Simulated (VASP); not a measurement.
# Ti6O: vacancies and antisites compared, part 4 of 7

Which native defect is cheapest in Ti6O, and how does that change with the growth condition? The start is a cell from a database of measured crystal structures.

VASP 6.6.1, plane waves and PAW; the level of theory is named at each step.

So far. Step 5 (Reference Ti): The run ended after 6 ionic steps, 0.054 eV below its first step, once forces and stress met EDIFFG = -0.02. Step 5 (Reference Ti): Energy at zero smearing: -16.56422 eV.

### Step 6. The defect cell, 41 atoms, defect Ti vacancy

This step: PBEsol, no spin polarisation; plane waves and PAW (Ti, O) (VASP 6.6.1).

System of this step: Ti35O6. The cell holds 41 atoms: 35 Ti and 6 O. Its edges and angles: a = 6.883 Å, b = 6.883 Å, c = 15.115 Å, α = 68.5°, β = 68.5°, γ = 78.7°. It derives from Ti6O. Nearest the centre at fractional (0.370, 0.370, 0.987): O41 at 2.07 Å, Ti24 at 2.80 Å, Ti30 at 2.80 Å, Ti18 at 2.82 Å, Ti11 at 2.90 Å, Ti17 at 2.90 Å, Ti8 at 2.92 Å, Ti14 at 2.92 Å.

The host is treated as a metal, since its gap is under 0.3 eV or closed. The run keeps 2 symmetry operations, which cuts the number of k-points but bars distortions that break them. The atoms relax at the host's fixed cell.

File INCAR:

```
SYSTEM = Ti35O6
PREC = Normal
ENCUT = 400
EDIFF = 1E-05
NELM = 120
ISMEAR = 1
SIGMA = 0.2
LREAL = Auto
ALGO = Fast
GGA = PS
LASPH = .TRUE.
LORBIT = 11
LWAVE = .FALSE.
LCHARG = .TRUE.
KPAR = 4
NCORE = 2
IBRION = 2
NSW = 50
ISIF = 2
EDIFFG = -0.03
POTIM = 0.4
MAXMIX = 40
ISYM = 2
```

File POSCAR:

```
Ti35O6
1.0
   -2.5191074978      4.3632221759      4.6901331782
    5.0382149956      0.0000000000      4.6901331782
    7.5573224934     13.0896665277      0.0000000000
Ti O
35 6
Direct
    0.3698379300      0.3698379300      0.3206719300
    0.8698379300      0.8698379300      0.1540052600
    0.3698379300      0.3698379300      0.6540052600
    0.8698379300      0.8698379300      0.4873385900
    0.8698379300      0.8698379300      0.8206719200
    0.0357647800      0.7039110800      0.9880784100
    0.0357647800      0.7039110800      0.3214117400
    0.5357647800      0.2039110800      0.1547450700
    0.0357647800      0.7039110800      0.6547450700
    0.5357647800      0.2039110800      0.4880784100
    0.5357647800      0.2039110800      0.8214117400
    0.7039110800      0.0357647800      0.9880784100
    0.7039110800      0.0357647800      0.3214117400
    0.2039110800      0.5357647800      0.1547450700
    0.7039110800      0.0357647800      0.6547450700
    0.2039110800      0.5357647800      0.4880784100
    0.2039110800      0.5357647800      0.8214117400
    0.1301620700      0.1301620700      0.1793280800
    0.1301620700      0.1301620700      0.5126614100
    0.6301620700      0.6301620700      0.3459947400
    0.1301620700      0.1301620700      0.8459947400
    0.6301620700      0.6301620700      0.6793280800
    0.6301620700      0.6301620700      0.0126614100
    0.2960889200      0.9642352200      0.0119215900
    0.2960889200      0.9642352200      0.3452549300
    0.7960889200      0.4642352200      0.1785882600
    0.2960889200      0.9642352200      0.6785882600
    0.7960889200      0.4642352200      0.5119215900
    0.7960889200      0.4642352200      0.8452549300
    0.9642352200      0.2960889200      0.0119215900
    0.9642352200      0.2960889200      0.3452549300
    0.4642352200      0.7960889200      0.1785882600
    0.9642352200      0.2960889200      0.6785882600
    0.4642352200      0.7960889200      0.5119215900
    0.4642352200      0.7960889200      0.8452549300
    0.0000000000      0.0000000000      0.0000000000
    0.0000000000      0.0000000000      0.3333333300
    0.5000000000      0.5000000000      0.1666666700
    0.0000000000      0.0000000000      0.6666666700
    0.5000000000      0.5000000000      0.5000000000
    0.5000000000      0.5000000000      0.8333333300
```

File KPOINTS:

```
Automatic mesh
0
Gamma
4 4 2
0 0 0
```

PAW data sets: Ti and O (PBE family, release 64).

Command:

```console
$ mpirun -np 8 vasp_std
```

The program printed:

```text
[banner, memory and clock lines left out]
running    8 mpi-ranks, on    1 nodes
 distrk:  each k-point on    2 cores,    4 groups
 distr:  one band on    2 cores,    1 groups

 POSCAR found type information on POSCAR TiO
 POSCAR found :  2 types and      41 ions
 [... a notice as in an earlier step ...]

 LDA part: xc-table for (Slater+PW92), standard interpolation
 POSCAR, INCAR and KPOINTS ok, starting setup
 FFT: planning ... GRIDC
 FFT: planning ... GRID_SOFT
 FFT: planning ... GRID
 WAVECAR not read
 entering main loop
       N       E                     dE             d eps       ncg     rms          rms(c)
DAV:   1     0.111769720473E+04    0.11177E+04   -0.49490E+04  3052   0.118E+03
DAV:   2    -0.294400255459E+02   -0.11471E+04   -0.11148E+04  3068   0.300E+02
DAV:   3    -0.373049652248E+03   -0.34361E+03   -0.33484E+03  5384   0.144E+02
DAV:   4    -0.406823542003E+03   -0.33774E+02   -0.33414E+02  4528   0.501E+01
DAV:   5    -0.407517650043E+03   -0.69411E+00   -0.68776E+00  4256   0.688E+00    0.816E+01
RMM:   6    -0.358732358847E+03    0.48785E+02   -0.18321E+02  3269   0.476E+01    0.229E+01
RMM:   7    -0.374780351978E+03   -0.16048E+02   -0.97632E+01  3644   0.251E+01    0.243E+01
RMM:   8    -0.354228981080E+03    0.20551E+02   -0.26635E+01  3092   0.186E+01    0.875E+00
RMM:   9    -0.354725389615E+03   -0.49641E+00   -0.18861E+01  4098   0.958E+00    0.640E+00
RMM:  10    -0.354309784532E+03    0.41561E+00   -0.62355E+00  3440   0.747E+00    0.416E+00
RMM:  11    -0.354286011109E+03    0.23773E-01   -0.32063E+00  4160   0.381E+00    0.363E+00
RMM:  12    -0.353974308025E+03    0.31170E+00   -0.98795E-01  3400   0.310E+00    0.169E+00
RMM:  13    -0.354047258503E+03   -0.72950E-01   -0.11970E+00  4375   0.206E+00    0.171E+00
RMM:  14    -0.354023873447E+03    0.23385E-01   -0.17832E-01  3521   0.126E+00    0.128E+00
RMM:  15    -0.354001444373E+03    0.22429E-01   -0.62902E-02  3601   0.696E-01    0.790E-01
RMM:  16    -0.353995307692E+03    0.61367E-02   -0.79984E-02  4414   0.592E-01    0.350E-01
RMM:  17    -0.353994500492E+03    0.80720E-03   -0.28902E-02  4306   0.392E-01    0.191E-01
RMM:  18    -0.353993960734E+03    0.53976E-03   -0.54449E-03  3940   0.186E-01    0.112E-01
RMM:  19    -0.353993961799E+03   -0.10650E-05   -0.27076E-03  4065   0.117E-01    0.945E-02
RMM:  20    -0.353993875909E+03    0.85890E-04   -0.90475E-04  3711   0.848E-02    0.686E-02
RMM:  21    -0.353993853793E+03    0.22116E-04   -0.36497E-04  4365   0.391E-02    0.371E-02
RMM:  22    -0.353993845700E+03    0.80928E-05   -0.11482E-04  3479   0.276E-02    0.254E-02
RMM:  23    -0.353993838920E+03    0.67797E-05   -0.31393E-05  2816   0.198E-02
   1 F= -.35399384E+03 E0= -.35400811E+03  d E =-.353994E+03
 curvature:   0.00 expect dE= 0.000E+00 dE for cont linesearch  0.000E+00
 trial: gam= 0.00000 g(F)=  0.118E+00 g(S)=  0.000E+00 ort = 0.000E+00 (trialstep = 0.100E+01)
 search vector abs. value=  0.118E+00
 bond charge predicted
       N       E                     dE             d eps       ncg     rms          rms(c)
DAV:   1    -0.354071454456E+03   -0.77609E-01   -0.71187E+00  3424   0.739E+00    0.814E-01
RMM:   2    -0.354093077900E+03   -0.21623E-01   -0.30056E-01  4539   0.171E+00    0.905E-01
RMM:   3    -0.354087188005E+03    0.58899E-02   -0.68693E-02  3347   0.857E-01    0.557E-01
RMM:   4    -0.354084757733E+03    0.24303E-02   -0.37184E-02  4429   0.417E-01    0.355E-01
RMM:   5    -0.354083637111E+03    0.11206E-02   -0.14873E-02  3615   0.338E-01    0.233E-01
RMM:   6    -0.354083289398E+03    0.34771E-03   -0.68931E-03  3771   0.240E-01    0.121E-01
RMM:   7    -0.354083188557E+03    0.10084E-03   -0.33217E-03  3972   0.141E-01    0.701E-02
RMM:   8    -0.354083185508E+03    0.30485E-05   -0.92995E-04  4217   0.673E-02    0.621E-02
RMM:   9    -0.354083126980E+03    0.58528E-04   -0.27658E-04  3715   0.428E-02    0.364E-02
RMM:  10    -0.354083117017E+03    0.99622E-05   -0.25962E-04  4292   0.340E-02    0.158E-02
RMM:  11    -0.354083119498E+03   -0.24810E-05   -0.63268E-05  2903   0.179E-02
   2 F= -.35408312E+03 E0= -.35409849E+03  d E =-.892806E-01
[... from here on, the cycles between the ionic steps are left out ...]
   3 F= -.35411521E+03 E0= -.35413168E+03  d E =-.121373E+00
   4 F= -.35414525E+03 E0= -.35416163E+03  d E =-.300406E-01
   5 F= -.35415604E+03 E0= -.35417234E+03  d E =-.408249E-01
   6 F= -.35416467E+03 E0= -.35418100E+03  d E =-.863098E-02
   7 F= -.35416672E+03 E0= -.35418305E+03  d E =-.106845E-01
   8 F= -.35416678E+03 E0= -.35418311E+03  d E =-.107429E-01
   9 F= -.35416930E+03 E0= -.35418566E+03  d E =-.251612E-02
  10 F= -.35416942E+03 E0= -.35418578E+03  d E =-.263771E-02
 curvature:  -1.57 expect dE=-0.104E-02 dE for cont linesearch -0.255E-08
 trial: gam= 0.26657 g(F)=  0.663E-03 g(S)=  0.000E+00 ort =-0.244E-05 (trialstep = 0.175E+01)
 search vector abs. value=  0.922E-03
 bond charge predicted
       N       E                     dE             d eps       ncg     rms          rms(c)
DAV:   1    -0.354170014042E+03   -0.60198E-03   -0.14988E-01  3182   0.112E+00    0.116E-01
RMM:   2    -0.354170198681E+03   -0.18464E-03   -0.42969E-03  4831   0.216E-01    0.931E-02
RMM:   3    -0.354170220156E+03   -0.21475E-04   -0.11440E-03  4120   0.981E-02    0.598E-02
RMM:   4    -0.354170197125E+03    0.23031E-04   -0.35033E-04  3706   0.587E-02    0.445E-02
RMM:   5    -0.354170189817E+03    0.73081E-05   -0.14347E-04  3798   0.343E-02    0.297E-02
RMM:   6    -0.354170185421E+03    0.43967E-05   -0.67348E-05  3130   0.233E-02
  11 F= -.35417019E+03 E0= -.35418660E+03  d E =-.767972E-03
 trial-energy change:   -0.000768  1 .order   -0.000754   -0.001160   -0.000348
 step:   2.5031(harm=  2.5031)  dis= 0.00385  next Energy=  -354.170246 (dE=-0.829E-03)
 reached required accuracy - stopping structural energy minimisation
```

Run time: 16 min. Hardware: 8 MPI ranks of AMD EPYC 7R43, shared host; peak memory 3 GiB; 2.2 h of CPU time.

From OUTCAR (step 6):

```text
   k-points           NKPTS =     14   k-points in BZ     NKDIM =     14   number of bands    NBANDS=    109

   NELECT =     176.0000    total number of electrons

 E-fermi :   3.3367

 k-point     1 :       0.0000    0.0000    0.0000
  band No.  band energies     occupation
    ...
     85       3.1562      2.02355
     86       3.2551      1.63073
     87       3.3056      1.25961
     88       3.3507      0.88168
     89       3.3698      0.72376
     90       3.4050      0.45778
     91       3.4592      0.14898
     92       3.5453     -0.05812
     93       3.5903     -0.07037
     94       3.6179     -0.06309
    ...

  Total       -8.3030393     -8.1358472     -8.0414101      0.1447926     -0.0134673     -0.0077748
  in kB      -21.5043950    -21.0713771    -20.8267904      0.3750045     -0.0348795     -0.0201363
  external PRESSURE =     -21.1341875 kB  Pullay stress =       0.0000000 kB

 POSITION                                       TOTAL-FORCE (eV/Angst)
 -----------------------------------------------------------------------------------
      3.33592      5.77798      3.45235        -0.005222     -0.009045     -0.003032
      3.37129      5.83924      8.21323         0.000765      0.001325     -0.004000
      5.87646     10.17832      3.47437        -0.001263     -0.002187     -0.002745
      5.87010     10.16732      8.16211         0.002588      0.004483     -0.002832
      8.40001     14.54925      8.14552         0.004375      0.007577      0.005793
     10.95301     13.14204      3.44878         0.007075     -0.001113      0.003902
      5.88476      4.35080      3.47179         0.004665     -0.001462     -0.002761
      0.79176      4.36514      3.45957         0.004153     -0.002028      0.004803
      8.40922      8.75454      3.44654         0.001509      0.004592     -0.002089
      3.36126      8.72549      3.45703        -0.000294     -0.001558     -0.005129
      5.93120     13.10555      3.44926         0.004991      0.001361     -0.009516
      5.90483     16.05660      3.44878        -0.004501      0.005571      0.003902
      0.82552      7.27175      3.47179        -0.003598      0.003309     -0.002761
      3.38445      2.86825      3.45957        -0.003833      0.002583      0.004803
      3.37705     11.65986      3.44654         0.003222      0.003603     -0.002089
      5.87587      7.27368      3.45703        -0.001202     -0.001033     -0.005129
      8.38414     11.68934      3.44926        -0.001317      0.005003     -0.009516
      1.68346      2.91585      1.26936         0.003237      0.005607      0.003484
      4.20015      7.27488      1.22407        -0.000500     -0.000867      0.000376
      4.19401      7.26424      5.91948        -0.000166     -0.000288      0.001465
      6.72441     11.64702      1.23513         0.003611      0.006254      0.009433
      6.70623     11.61554      5.94400         0.001212      0.002099     -0.026348
      1.67893      2.90800      5.95705        -0.003959     -0.006857     -0.009436
      4.22168      1.45270      5.90674        -0.002736      0.013357      0.003044
[...]
-----------------------------------------------------------------------------------
    total drift:                               -0.010634     -0.018418      0.043794

  FREE ENERGIE OF THE ION-ELECTRON SYSTEM (eV)
  ---------------------------------------------------
  free  energy   TOTEN  =      -354.1701854206 eV

  energy  without entropy=     -354.2194290806  energy(sigma->0) =     -354.18659997

[... 6 parts as in an earlier step ...]

[... 11 further parts left out ...]
```

The run keeps the 2 symmetry operations of its start, so it cannot find a distortion of lower symmetry.

The steps of the relaxation:

```tsv
step	energy less that of the first step (eV)	largest force (eV/Å)
1	0.0000	0.5629
2	-0.0893	0.3280
3	-0.1214	0.2901
4	-0.1514	0.1822
5	-0.1622	0.1691
6	-0.1708	0.0713
7	-0.1729	0.0893
8	-0.1729	0.1023
9	-0.1755	0.0366
10	-0.1756	0.0520
11	-0.1763	0.0265
```

The atoms that moved most (Å):

```tsv
atom	dx	dy	dz	length
O38	-0.038	-0.066	-0.023	0.080
O41	-0.026	-0.044	0.053	0.074
Ti6	0.029	0.052	-0.020	0.063
Ti12	0.031	0.052	-0.020	0.063
Ti2	0.016	0.028	0.054	0.063
Ti14	0.029	-0.047	-0.010	0.056
Ti8	-0.055	0.002	-0.010	0.056
Ti17	-0.009	0.048	-0.020	0.052
```

This step gave:

- electronic cycles: 98
- electrons: 176
- free energy (TOTEN): -354.1702 eV
- energy at zero smearing: -354.1866 eV
- Fermi energy: 3.337 eV

Valence density in the ab plane at fractional z = 0.987, through the centre, with atoms of Ti and O within 0.45 Å of it. It is the smooth field of the valence electrons, not physical close to the nuclei.

Ten steps, logarithmic in the rise over the least value, from '0' (0.0 e/Å³) to '9' (7.0 e/Å³), each cell a mean:
```
9853345432223443357
6542234322222332235
3332223222222222223
4332222222222222223
5542222222233332234
5543222222345432234
4542111112345532223
3321111111234432222
2211100001123322222
2211000000112222222
2211000000011222223
4321000000011222234
5421100000011222345
5421100000011222234
4322111000111222223
3322211111112322223
5432222211124443345
8743344322235553358
9853455422234554369
```
Columns run along a (6.9 Å), rows up along b (6.9 Å). Atoms in or near the plane, at fractional coordinates: Ti at (0.03, 0.70), Ti at (0.70, 0.03), Ti at (0.64, 0.64), Ti at (0.29, 0.97), Ti at (0.97, 0.29), O at (0.00, 0.00).

The run ended after 11 ionic steps, 0.176 eV below its first step, once the forces on the free atoms met EDIFFG = -0.03.

The 1 first neighbours (O) lie 2.07 Å from the site in the perfect crystal and 2.14 Å on average after the relaxation (+3.5 %).

### Step 7. Energies of this defect, 41 atoms, defect vacancy, element Ti

This step: point defect, PBEsol; plane waves and PAW (VASP 6.6.1).

Derived from the runs above.

Numbers from this step:

| Item | Value |
| --- | --- |
| formation energy of the neutral defect | 2.791 eV |
| host formation enthalpy | -0.8654 eV/atom |

Formation energy:

```tsv
formation energy (eV)	largest move (Å)
2.791	0.07962
```

E_f is E(defect cell) less E(perfect cell), corrected for the atoms exchanged with their references.

References, in eV an atom: O -5.126 (O2 molecule) and Ti -8.282 (crystal P6_3/mmc). They were run at the supercell's cutoff and functional, without U, and count both elements from their own phases.

The formation energy is 2.791 eV, and the largest move of an atom 0.08 Å.

[end of part 4 of 7]

[Lines on the potential files, build, host, timing and source positions are cut from VASP's logs without a mark.]

[Logs are printed without paths, hosts, clocks, repeated set-up lines and the standing remarks that a program may print on its own settings, such as how far it seeks lower states.]

[Hosts, paths, dates, database ids (printed as entryN), source tags and the programs' standing remarks are cut or masked in the printed files.]

[In band tables of VASP the shares of atoms and orbitals are scaled to a sum of 1 inside the atoms' spheres.]

[Runs that stopped without an error message from VASP are left out.]
